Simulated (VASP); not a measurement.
# How uniaxial stress along [111] changes Ge, part 2 of 2

Wanted: the response of Ge to uniaxial stress along [111], as a table, with a fit that predicts a row left out.

VASP 6.6.1, plane waves and PAW; the level of theory is named at each step.

So far: The structure; Relax the crystal, PBEsol; Strain across the axis, PBEsol; Band edges, TB-mBJ with spin-orbit coupling.

## (5) The whole series

LASPH is off in runs at PBEsol and on in runs at TB-mBJ.

The other members went through these steps as far as the tables show, with the same cutoff and, step by step, the same mesh; 29 runs are not shown. The session took 2.9 core hours (wall time by ranks) on a shared machine.

```
strain along the axis (%)  strain across the axis (%)  stress along the axis, tension positive (GPa)  energy above the unstrained row (meV/atom)
                   -2.000                       0.360                                         -2.659                                       4.125
                   -1.500                       0.257                                         -1.918                                       2.381
                   -1.000                       0.180                                         -1.326                                       1.118
                   -0.500                       0.090                                         -0.644                                       0.301
                        0                      -0.015                                          0.022                                       0.000
                    0.500                      -0.090                                          0.654                                       0.113
                    1.000                      -0.182                                          1.375                                       0.705
                    1.500                      -0.261                                          1.996                                       1.776
                    2.000                      -0.329                                          2.640                                       3.272
```

Slopes at zero strain, from cubics through all rows: strain ratio -0.180, stress over strain 132 GPa.

Band edges at TB-mBJ with spin-orbit coupling, counted from the valence-band top at Γ, spin-orbit pairs averaged, with one row partly withheld:

```
strain along the axis (%)  gap (eV)  conduction band at Γ (eV)  Δ or X valley along z (eV)  Δ or X valley along x (eV)  lowest conduction level at L, [111] (eV)  lowest conduction level at L, [-111] (eV)  second valence level below the top (eV)  third valence level below the top (eV)
                   -2.000     0.282                      0.603                       0.787                       0.787                                     0.282                                      0.625                                    0.185                                   0.414
                   -1.500     0.370                      0.622                       0.831                       0.831                                     0.370                                      0.626                                    0.137                                   0.373
                   -1.000     0.453                      0.630                       0.871                       0.871                                     0.453                                      0.625                                    0.090                                   0.334
                   -0.500         ?                      0.633                       0.906                       0.906                                         ?                                      0.621                                    0.046                                   0.302
                        0     0.615                      0.633                       0.937                       0.937                                     0.617                                      0.615                                    0.000                                   0.274
                    0.500     0.565                      0.578                       0.923                       0.923                                     0.650                                      0.565                                    0.038                                   0.297
                    1.000     0.518                      0.526                       0.908                       0.908                                     0.686                                      0.518                                    0.064                                   0.322
                    1.500     0.466                      0.466                       0.891                       0.891                                     0.718                                      0.469                                    0.087                                   0.353
                    2.000     0.402                      0.402                       0.873                       0.873                                     0.750                                      0.421                                    0.104                                   0.388
```

Conduction masses, in electron masses:

```
strain along the axis (%)  conduction mass at Γ, along the strain axis or the normal of the plane  conduction mass at Γ, across the strain axis or in the plane  L [111] mass, longitudinal  L [111] mass, transverse along [1-10]
                   -2.000                                                                   0.042                                                         0.039                       1.682                                  0.090
                   -1.500                                                                   0.041                                                         0.039                       1.698                                  0.091
                   -1.000                                                                   0.039                                                         0.038                       1.711                                  0.091
                   -0.500                                                                   0.038                                                         0.037                       1.739                                  0.092
                        0                                                                   0.036                                                         0.036                       1.726                                  0.092
                    0.500                                                                   0.035                                                         0.035                       1.730                                  0.093
                    1.000                                                                   0.033                                                         0.034                       1.734                                  0.093
                    1.500                                                                   0.032                                                         0.032                       1.754                                  0.093
                    2.000                                                                   0.030                                                         0.030                       1.791                                  0.094
```

## (6) Working out the slope

The quantity to fit is the splitting of the lowest conduction levels at the L points ([111] less [-111]) at TB-mBJ with spin-orbit coupling: -0.343, -0.256, -0.172, 0.002, 0.086, 0.167, 0.249, 0.328 eV in the rows shown.

A least-squares parabola through the 8 rows shown, with d the strain along the axis less the strain across it, in %: E = − 8.92e-4 d² + 0.1434 d − 4.93e-4 (eV), r.m.s. residual 9.4e-4 eV.

At d = -0.59 this predicts -0.0854 eV.

## (7) Checking the prediction

The calculation gives -0.0876 eV, so the prediction is 0.0022 eV too high, more than twice the residual of the fit.

The splitting is Ξu times 8/9 of d, with d as a fraction, so the linear term gives Ξu = 16.1 eV.

## (8) Summary of results

```yaml
poisson_ratio: 0.180
young_s_modulus_along_the_axis: 132 GPa
gap_of_the_unstrained_cell_tb_mbj_with_spin_orbit_coupling: 0.62 eV
shear_deformation_potential_u_of_the_lowest_conduction_levels_at_l: 16.1 eV
error_of_the_predicted_row: 2.2 meV
```

What this shows: As a check, the curvature of the energy gives 131 GPa for the same modulus (energy per volume = E/2 × strain²), 1 % from the slope of the stress. The energy also has a linear term worth 0.14 GPa that the stress column lacks, a mark of the finite basis. At TB-mBJ with spin-orbit coupling the lowest conduction valley is in turn L, Γ from the first row to the last, and the gap runs between 0.28 and 0.62 eV. At zero strain Γ and L lie only 16 meV apart here, so their order is sensitive to the level and the lattice constant. The gap at PBEsol is under 0.05 eV in some or all rows and is left out; the elastic columns come from such cells and can be uneven. Hole masses are left out throughout, since the top bands are degenerate or cross in many series; of conduction masses, those of the Γ, L and (for Si and Ge under (001) strain) Δ valleys are kept where they change by under an eighth between rows. A measured gap of unstrained Ge is 0.74 eV (arxiv:cond-mat/0503738, indirect gap, 4.2 K); the static gaps here belong to the lattice relaxed at PBEsol. TB-mBJ is a potential fitted for gaps; it has no energy functional, so its total energies and forces mean nothing, and its bands tend to come out too narrow. Δ or X levels are the lowest on their line, refined by a parabola unless they lie at X; the gap is read from all points sampled and can differ from the lowest valley by some meV, or by tens of meV where strain moves the valence top off Γ. Temperature, zero-point motion and excitons are left out.

[Lines on the potential files, build, host, timing and source positions are cut from VASP's logs without a mark.]

[Logs are printed without paths, hosts, clocks, repeated set-up lines and the standing remarks that a program may print on its own settings, such as how far it seeks lower states.]

[Hosts, paths, dates, database ids (printed as entryN), source tags and the programs' standing remarks are cut or masked in the printed files.]

[In band tables of VASP the shares of atoms and orbitals are scaled to a sum of 1 inside the atoms' spheres.]
